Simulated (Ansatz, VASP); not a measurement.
# Cross-check of Al2O3 (Corundum) between VASP and Ansatz

One calculation is typed for both programs; each brings its own data sets. How far apart do they land? The cell is taken from a series of runs on this material, whose earlier steps may have relaxed, scaled, displaced or heated it; both programs get it as it stands.

Method: plane waves, with VASP 6.6.1 beside it; LDA, in Ansatz 0.2.0.

## (1) Starting point

Symmetry: R-3c, No. 167, trigonal system. The conventional cell has a = 4.713 Å, b = 4.713 Å, c = 12.844 Å, α = 90.00°, β = 90.00°, γ = 120.00°. Nearest to O lie 4 Al at 1.84 to 1.95 Å. Nearest to Al lie 6 O at 1.84 to 1.95 Å. Farther neighbours and most contacts between anions are not listed.

## (2) VASP: zone-centre phonons, LDA

Second derivatives magnify differences that forces hide, and they need a tight electronic threshold.

Lines of VASP's logs that name or quote its potential files are left out, and so is its time.

File INCAR:

```
SYSTEM = Al2O3
PREC = Accurate
ENCUT = 600
EDIFF = 1E-08
NELM = 120
ISMEAR = 0
SIGMA = 0.01
LREAL = .FALSE.
ALGO = Normal
GGA = PW92
NBANDS = 34
LORBIT = 11
LWAVE = .FALSE.
LCHARG = .FALSE.
ISIF = 2
IBRION = 8
LEPSILON = .TRUE.
LASPH = .TRUE.
GGA_COMPAT = .FALSE.
EFERMI = MIDGAP
KPAR = 2
```

File POSCAR:

```
Al2O3
1.0
    2.3567184643      1.3606520398      4.2812920684
   -2.3567184643      1.3606520398      4.2812920684
    0.0000000000     -2.7213040795      4.2812920684
O Al
6 4
Direct
    0.5559414857      0.9440585143      0.2500000000
    0.2500000000      0.5559414857      0.9440585143
    0.9440585143      0.2500000000      0.5559414857
    0.4440585143      0.0559414857      0.7500000000
    0.7500000000      0.4440585143      0.0559414857
    0.0559414857      0.7500000000      0.4440585143
    0.3519627903      0.3519627903      0.3519627903
    0.1480372097      0.1480372097      0.1480372097
    0.6480372097      0.6480372097      0.6480372097
    0.8519627903      0.8519627903      0.8519627903
```

File KPOINTS:

```
Automatic mesh
0
Gamma
6 6 6
0 0 0
```

The projector-augmented-wave data sets are O and Al (LDA family, release 64).

Run with:

```bash
$ mpirun -np 2 vasp_std
```

Numbers of over 12 decimals in the logs are rounded to 6 here.

Output:

```text
[banner, memory and clock lines left out]
running    2 mpi-ranks, on    1 nodes
 distrk:  each k-point on    1 cores,    2 groups
 distr:  one band on    1 cores,    1 groups

 POSCAR found type information on POSCAR O Al
 POSCAR found :  2 types and      10 ions
|                                                                             |
|               ----> ADVICE to this user running VASP <----                  |
|                                                                             |
|     You enforced a specific xc type in the INCAR file but a different       |
|     [... a line on the potential file left out ...]
|     I HOPE YOU KNOW WHAT YOU ARE DOING!                                     |
|                                                                             |

 LDA part: xc-table for (Slater(with rela. corr.)+PW92), standard interpolation
 POSCAR, INCAR and KPOINTS ok, starting setup
 FFT: planning ... GRIDC
 FFT: planning ... GRID_SOFT
 FFT: planning ... GRID
 WAVECAR not read
 entering main loop
       N       E                     dE             d eps       ncg     rms          rms(c)
DAV:   1     0.240942141475E+03    0.24094E+03   -0.27968E+04  2176   0.152E+03
DAV:   2    -0.786427390682E+02   -0.31958E+03   -0.30877E+03  2778   0.310E+02
DAV:   3    -0.916500704448E+02   -0.13007E+02   -0.12966E+02  2814   0.635E+01
DAV:   4    -0.917459732792E+02   -0.95903E-01   -0.95849E-01  2712   0.626E+00
DAV:   5    -0.917468811157E+02   -0.90784E-03   -0.90760E-03  2776   0.608E-01    0.178E+01
DAV:   6    -0.833754698276E+02    0.83714E+01   -0.30099E+01  2648   0.294E+01    0.639E+00
DAV:   7    -0.832659757442E+02    0.10949E+00   -0.92655E-01  2656   0.474E+00    0.322E+00
DAV:   8    -0.831866529565E+02    0.79323E-01   -0.78870E-02  2668   0.211E+00    0.750E-01
DAV:   9    -0.831794130189E+02    0.72399E-02   -0.14434E-02  2816   0.633E-01    0.270E-01
DAV:  10    -0.831794636038E+02   -0.50585E-04   -0.48776E-04  2552   0.137E-01    0.633E-02
DAV:  11    -0.831794476236E+02    0.15980E-04   -0.12070E-04  2688   0.652E-02    0.263E-02
DAV:  12    -0.831794477319E+02   -0.10833E-06   -0.34745E-06  2736   0.129E-02    0.627E-03
DAV:  13    -0.831794474355E+02    0.29635E-06   -0.11407E-06  2670   0.631E-03    0.154E-03
DAV:  14    -0.831794474332E+02    0.23501E-08   -0.43645E-08  2430   0.127E-03
   1 F= -.83179447E+02 E0= -.83179447E+02  d E =0.000000E+00
 Linear response reoptimize wavefunctions to high precision
DAV:   1    -0.831794474335E+02   -0.31378E-09   -0.69987E-09  1980   0.418E-04
DAV:   2    -0.831794474335E+02    0.23192E-10   -0.45649E-10  1384   0.129E-04
 Linear response G [H, r] |phi>, progress :
  Direction:   1
       N       E                     dE             d eps       ncg     rms
RMM:   1    -0.197508562593E+03   -0.19751E+03    0.12803E+02  5049   0.922E+01
RMM:   2    -0.170991394172E+03    0.26517E+02   -0.10598E+01  3756   0.185E+01
RMM:   3    -0.171052463619E+03   -0.61069E-01   -0.96822E-02  3932   0.182E+00
RMM:   4    -0.171054707751E+03   -0.22441E-02    0.34537E-03  4095   0.235E-01
RMM:   5    -0.171054783753E+03   -0.76003E-04    0.49646E-03  4139   0.416E-02
RMM:   6    -0.171054769228E+03    0.14525E-04    0.51559E-03  4192   0.191E-02
RMM:   7    -0.171054761941E+03    0.72869E-05    0.52308E-03  4215   0.168E-02
RMM:   8    -0.171054762011E+03   -0.69489E-07    0.52220E-03  4150   0.166E-02
RMM:   9    -0.171054763920E+03   -0.19097E-05    0.51403E-03  3976   0.166E-02
RMM:  10    -0.171054785448E+03   -0.21527E-04    0.46165E-03  3960   0.167E-02
 Linear response G [H, r] |phi>, progress :
  Direction:   2
       N       E                     dE             d eps       ncg     rms
RMM:   1    -0.199416103597E+03   -0.19942E+03    0.12203E+02  5014   0.925E+01
RMM:   2    -0.172962677857E+03    0.26453E+02   -0.10713E+01  3762   0.185E+01
RMM:   3    -0.173011694933E+03   -0.49017E-01   -0.10626E-01  3919   0.180E+00
RMM:   4    -0.173013102718E+03   -0.14078E-02   -0.21896E-03  4092   0.232E-01
RMM:   5    -0.173013129110E+03   -0.26392E-04   -0.26545E-04  4150   0.404E-02
RMM:   6    -0.173013131336E+03   -0.22261E-05   -0.24529E-04  4194   0.184E-02
RMM:   7    -0.173013131410E+03   -0.73871E-07   -0.24152E-04  4213   0.160E-02
RMM:   8    -0.173013131549E+03   -0.13859E-06   -0.24501E-04  4153   0.158E-02
RMM:   9    -0.173013131554E+03   -0.53742E-08   -0.21539E-04  3969   0.158E-02
RMM:  10    -0.173013131508E+03    0.46267E-07   -0.36347E-04  3954   0.158E-02
 Linear response G [H, r] |phi>, progress :
  Direction:   3
       N       E                     dE             d eps       ncg     rms
RMM:   1    -0.197353130904E+03   -0.19735E+03    0.12362E+02  4900   0.924E+01
RMM:   2    -0.171976737000E+03    0.25376E+02   -0.10026E+01  3783   0.178E+01
RMM:   3    -0.172021306281E+03   -0.44569E-01   -0.99092E-02  3865   0.174E+00
[...]
RMM:   3    -0.518229467100E+00    0.13913E-01   -0.92800E-03  7862   0.474E-01    0.683E-01
RMM:   4    -0.533076597679E+00   -0.14847E-01   -0.12233E-02  8128   0.569E-01    0.740E-02
RMM:   5    -0.535568841210E+00   -0.24922E-02   -0.22332E-04  8573   0.829E-02    0.348E-02
RMM:   6    -0.536271294729E+00   -0.70245E-03   -0.45310E-05  8392   0.344E-02    0.576E-03
RMM:   7    -0.536406935098E+00   -0.13564E-03   -0.20945E-06  8834   0.820E-03    0.306E-03
[...]
RMM:  11    -0.367315933853E+00    0.17897E-06    0.91482E-08  8977   0.462E-04    0.498E-06
RMM:  12    -0.367315972226E+00   -0.38373E-07   -0.55968E-08  9119   0.452E-04    0.208E-06
RMM:  13    -0.367315953532E+00    0.18695E-07    0.77289E-08  9205   0.450E-04    0.713E-07
RMM:  14    -0.367315962757E+00   -0.92253E-08    0.51731E-09  9282   0.447E-04    0.501E-07
 first order change of Fermi-energy   0.39805E+00
 force on displaced ion       1 direction 1 : -19.261   0.000   0.000
 Born effective charge ion    1 direction 1 :  -2.055   0.000   0.000
 Linear response progress:
  Degree of freedom:   2/  5
       N       E                     dE             d eps       ncg     rms          rms(c)
RMM:   1    -0.369019580032E+00   -0.36902E+00    0.36316E-01 14708   0.299E+00
RMM:   2    -0.364404655340E+00    0.46149E-02   -0.59922E-03 13033   0.384E-01    0.175E-01
RMM:   3    -0.365395833513E+00   -0.99118E-03   -0.11917E-03 12142   0.160E-01    0.869E-02
RMM:   4    -0.367273476359E+00   -0.18776E-02   -0.11101E-03 12780   0.146E-01    0.175E-02
RMM:   5    -0.367233233432E+00    0.40243E-04   -0.41742E-05 14236   0.301E-02    0.450E-03
RMM:   6    -0.367296850761E+00   -0.63617E-04   -0.11379E-06 14562   0.488E-03    0.151E-03
RMM:   7    -0.367285570610E+00    0.11280E-04   -0.15560E-07 14555   0.176E-03    0.732E-04
RMM:   8    -0.367293563305E+00   -0.79927E-05   -0.21831E-07 14624   0.963E-04    0.168E-04
RMM:   9    -0.367293402235E+00    0.16107E-06   -0.17191E-07 14627   0.474E-04    0.806E-05
RMM:  10    -0.367293428217E+00   -0.25982E-07   -0.25910E-07 14649   0.454E-04    0.114E-05
RMM:  11    -0.367293429256E+00   -0.10389E-08   -0.15046E-06 14877   0.445E-04    0.596E-06
RMM:  12    -0.367293462811E+00   -0.33555E-07   -0.46412E-07 14956   0.442E-04    0.130E-06
RMM:  13    -0.367293460368E+00    0.24433E-08    0.97506E-09 15125   0.440E-04    0.545E-07
 first order change of Fermi-energy  -0.11246E-04
 force on displaced ion       1 direction 2 :  -0.001 -19.788   6.488
 Born effective charge ion    1 direction 2 :   0.000  -1.860   0.333
 Linear response progress:
  Degree of freedom:   3/  5
       N       E                     dE             d eps       ncg     rms          rms(c)
RMM:   1    -0.369524078627E+00   -0.36952E+00    0.36482E-01 14523   0.298E+00
RMM:   2    -0.365204256789E+00    0.43198E-02   -0.60655E-03 13311   0.385E-01    0.172E-01
RMM:   3    -0.366236117782E+00   -0.10319E-02   -0.11887E-03 12075   0.159E-01    0.855E-02
RMM:   4    -0.368110116747E+00   -0.18740E-02   -0.10985E-03 12907   0.141E-01    0.184E-02
RMM:   5    -0.368081528186E+00    0.28589E-04   -0.53934E-05 13880   0.337E-02    0.498E-03
RMM:   6    -0.368177817225E+00   -0.96289E-04   -0.53986E-06 14479   0.896E-03    0.161E-03
RMM:   7    -0.368178457069E+00   -0.63984E-06   -0.13141E-07 14467   0.162E-03    0.502E-04
RMM:   8    -0.368181100462E+00   -0.26434E-05   -0.82843E-08 14589   0.622E-04    0.196E-04
RMM:   9    -0.368181034132E+00    0.66330E-07   -0.67169E-08 14619   0.474E-04    0.382E-05
RMM:  10    -0.368180970080E+00    0.64052E-07    0.83354E-07 14647   0.448E-04    0.145E-05
RMM:  11    -0.368180942868E+00    0.27213E-07    0.12900E-06 14834   0.441E-04    0.276E-06
RMM:  12    -0.368180968295E+00   -0.25427E-07    0.90262E-07 14883   0.440E-04    0.888E-07
RMM:  13    -0.368180975122E+00   -0.68278E-08    0.64014E-07 15081   0.437E-04    0.367E-07
RMM:  14    -0.368180974940E+00    0.18206E-09    0.57722E-08 15194   0.435E-04    0.214E-07
 first order change of Fermi-energy   0.30932E-04
 force on displaced ion       1 direction 3 :   0.000   6.486 -16.725
 Born effective charge ion    1 direction 3 :  -0.000   0.243  -1.937
 Linear response progress:
  Degree of freedom:   4/  5
       N       E                     dE             d eps       ncg     rms          rms(c)
RMM:   1    -0.161010382635E-01   -0.16101E-01    0.13513E-02 22564   0.102E+00
RMM:   2    -0.905572166843E-02    0.70453E-02   -0.22829E-03 13652   0.280E-01    0.948E-02
RMM:   3    -0.889838687365E-02    0.15733E-03   -0.36445E-04 13770   0.761E-02    0.477E-02
RMM:   4    -0.884620300680E-02    0.52184E-04   -0.83861E-05 14005   0.320E-02    0.187E-02
RMM:   5    -0.884289821689E-02    0.33048E-05   -0.24054E-05 14077   0.150E-02    0.407E-03
RMM:   6    -0.883646635429E-02    0.64319E-05   -0.52584E-06 14200   0.462E-03    0.819E-04
RMM:   7    -0.883538005381E-02    0.10863E-05    0.88693E-07 14527   0.855E-04    0.351E-04
RMM:   8    -0.883538076423E-02   -0.71042E-09    0.95876E-08 14567   0.336E-04    0.617E-05
 first order change of Fermi-energy   0.43203E-07
 force on displaced ion       7 direction 1 : -21.497   0.000  -0.000
 Born effective charge ion    7 direction 1 :   2.936   0.026   0.000
 Linear response progress:
  Degree of freedom:   5/  5
       N       E                     dE             d eps       ncg     rms          rms(c)
RMM:   1    -0.190022995763E-01   -0.19002E-01   -0.17024E-02  8087   0.101E+00
RMM:   2    -0.885550408801E-02    0.10147E-01   -0.19742E-03  4804   0.278E-01    0.815E-02
RMM:   3    -0.865344888924E-02    0.20206E-03   -0.92171E-06  5020   0.564E-02    0.475E-02
RMM:   4    -0.855753846073E-02    0.95910E-04   -0.11111E-04  4984   0.561E-02    0.828E-03
RMM:   5    -0.854857370699E-02    0.89648E-05    0.25908E-05  5023   0.978E-03    0.392E-03
RMM:   6    -0.854797226047E-02    0.60145E-06    0.27938E-06  5116   0.420E-03    0.160E-03
RMM:   7    -0.854586038407E-02    0.21119E-05    0.20589E-06  5152   0.150E-03    0.497E-04
RMM:   8    -0.854632981570E-02   -0.46943E-06    0.32063E-07  5187   0.611E-04    0.176E-04
RMM:   9    -0.854635315432E-02   -0.23339E-07    0.20676E-07  5169   0.224E-04    0.414E-05
RMM:  10    -0.854640571628E-02   -0.52562E-07    0.32336E-08  5203   0.124E-04    0.178E-05
RMM:  11    -0.854638630302E-02    0.19413E-07    0.17345E-07  5211   0.935E-05    0.309E-06
RMM:  12    -0.854639200365E-02   -0.57006E-08    0.24566E-07  5255   0.815E-05    0.144E-06
RMM:  13    -0.854639228054E-02   -0.27688E-09   -0.17261E-07  5199   0.793E-05    0.535E-07
RMM:  14    -0.854639056413E-02    0.17164E-08   -0.24195E-07  5097   0.778E-05    0.254E-07
RMM:  15    -0.854639698966E-02   -0.64255E-08   -0.18874E-07  5132   0.773E-05    0.627E-08
 first order change of Fermi-energy   0.21344E-01
 force on displaced ion       7 direction 3 :  -0.000  -0.000 -20.007
 Born effective charge ion    7 direction 3 :   0.000   0.000   2.905
 Born effective charges drift removed
 Linear response finished
```

[end of part 1 of 3]

[Lines on the potential files, build, host, timing and source positions are cut from VASP's logs without a mark.]

[Logs are printed without paths, hosts, clocks, repeated set-up lines and the standing remarks that a program may print on its own settings, such as how far it seeks lower states.]

[Hosts, paths, dates, database ids (printed as entryN), source tags and the programs' standing remarks are cut or masked in the printed files.]
